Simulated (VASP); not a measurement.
## KF: band gap against strain

KF (rock salt, Fm-3m, 19.909 Å³/atom and stress up to 0.02 GPa in the relaxed cell, cube axes along x, y and z) under an equal strain ε along all three axes. PBE in VASP (plane waves, PAW), 600 eV, 10×10×10 Γ-centred mesh, Gaussian smearing 0.05 eV; ions are relaxed, or left where forces stay under 0.02 eV/Å, within the symmetry of each cell. Gaps are the smallest on the run's k-mesh, which can miss an edge that lies off it, without spin-orbit coupling; in all rows the valence edge lies at Γ and the conduction edge at Γ.

Here s stands for strain and Eg for gap.

| strain (%) | gap (eV) |
|---|---|
| -3.00 | ? |
| -1.50 | 6.180 |
| -1.00 | 6.101 |
| -0.50 | 6.024 |
| 0.00 | 5.948 |
| 0.50 | 5.874 |
| 1.00 | 5.802 |
| 1.50 | 5.731 |

**Question.** Fit Eg against s with a straight line, and predict the withheld value at s = -3.00.

**Answer.** Means: s 0, Eg 5.9514. About the means, the sum of products is -1.0475 and the sum of squares of s is 7.0000; the slope is their ratio. Least squares gives Eg = 5.9514 - 0.14964·s. Residuals (row less fit): 0.0041, 0.0000, -0.0022, -0.0034, -0.0026, 0.0002, 0.0041; standard error 0.0034 (degrees of freedom: 5). Over these rows the gap moves by -15.0 ± 0.1 eV per unit strain, or -5.0 eV per unit of ln V. At the withheld row, Eg = 5.9514 - 0.14964 × (-3.0) = 6.4003 eV. The calculation gives 6.429 eV, 0.0287 eV above the prediction (4.1 % of the range of Eg in the table). The row lies outside the fitted rows, so this is an extrapolation. From the scatter of the fitted rows alone, a prediction at this place has a standard error of 0.0053 eV, so the miss is 5.4 times that.

A polynomial of degree 2 through the 12 other runs of the series gives 6.428 there, so most of the miss is curvature that the fit leaves out. Other structures, which can take over under pressure, weren't tried. Rows are the converged runs of the series near zero and its far end, less any whose ions stayed unrelaxed beside relaxed ones; series whose fitted rows scatter by over a few per cent of the range, as at a crossing or softening among them, aren't shown in this form. Most that stay on the fit to the last digits aren't either.
